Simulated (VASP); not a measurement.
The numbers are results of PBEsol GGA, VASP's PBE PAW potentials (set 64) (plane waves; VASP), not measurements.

VASP input:

POSCAR:
```
TiAl
1.0
  3.3071550000   0.0000000000   0.0000000000
  0.0000000000   3.3071550000   0.0000000000
  0.0000000000   0.0000000000   3.3071550000
Al Ti
1 1
Cartesian
  0.0000000000   0.0000000000   0.0000000000
  1.6535775000   1.6535775000   1.6535775000
```

### KPOINTS
```
Automatic mesh
0
Gamma
10 10 10
```

### INCAR
```
SYSTEM = TiAl
PREC = Accurate
ENCUT = 400
EDIFF = 1E-6
NELM = 100
ALGO = Normal
LREAL = .FALSE.
LASPH = .TRUE.
ISMEAR = 1
SIGMA = 0.1
GGA = PS
LMAXMIX = 4
LWAVE = .FALSE.
LCHARG = .FALSE.
IBRION = 2
ISIF = 3
NSW = 60
EDIFFG = -0.01
```

POTCAR, in this order: Al Ti_sv (PBE.64 set). Program: vasp_std.

Question: What will the output report for the number of irreducible k-points (NKPTS), number of bands (NBANDS), largest plane-wave count, number of space-group operations, FFT grid (NGX, NGY, NGZ)?

Answer: 
The number of irreducible k-points (NKPTS) comes out as 56 and the number of bands (NBANDS) comes out as 11. The largest plane-wave count is 691. The number of space-group operations comes out as 48 and the FFT grid (NGX, NGY, NGZ) is 24 × 24 × 24.

The structure was generated: TiAl was put into the CsCl type (Pm-3m), which need not be its known phase. This run relaxes it. Symmetry was kept, so distortions that lower it aren't found. The electron count is odd and the run is not spin-polarised, which forces a metal.
